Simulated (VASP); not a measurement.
VASP, PAW. Lattice constant a of NiSb (NiAs type) (static lattice). The measured value holds thermal and zero-point effects that the static calculation lacks.

```json
[
 {"level": "PBEsol", "lattice constant a (Å)": "3.913"},
 {"level": "LDA", "lattice constant a (Å)": "3.879"}
]
```

**Question.** Estimate the lattice constant a from SCAN, PBE, r2SCAN and from experiment.

**Answer.** 
The SCAN comes out as 3.905 Å, the PBE is 3.971 Å and the r2SCAN is 3.928 Å. The measured comes out as 3.946 Å (as given by Wikipedia, Breithauptite (infobox)).

Only levels that ran to the end are used. Left out are those held back, those with too coarse a band path, GW runs whose mesh misses a band edge, hybrids' fits of cells that aren't cubic and levels without matching references; a question may draw on a part of the rest.

The compound is NiSb in the NiAs type structure.
